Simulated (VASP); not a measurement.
NaCu:

```xyz
2
Lattice="2.9422 0.0000 0.0000 0.0000 2.9422 0.0000 0.0000 0.0000 4.0409" Properties=species:S:1:pos:R:3 pbc="T T T"
Na    0.0000    0.0000    0.0000
Cu    1.4711    1.4711    2.0205
```

The cell was built by a generator and needn't be a form met in nature.

Base run:

* Program: VASP 6.6.1
* Functional: AM05
* Potentials or basis: VASP PAW PBE potentials, release 64 (Na_pv, Cu)
* Cutoff: 520 eV
* k mesh: 9 × 9 × 7
* Occupations: fermi-dirac, width 0.05 eV
* Spin: no spin polarisation

Its results: pressure 1.5 GPa.

Question: The run is repeated on the same cell with these changes: functional from AM05 to TPSS. What comes out?

Answer: Pressure 2.0 GPa.

Caveats: the PAW data sets were made with another functional, which shifts forces and pressure a little.

Not every run made on this cell is shown here.
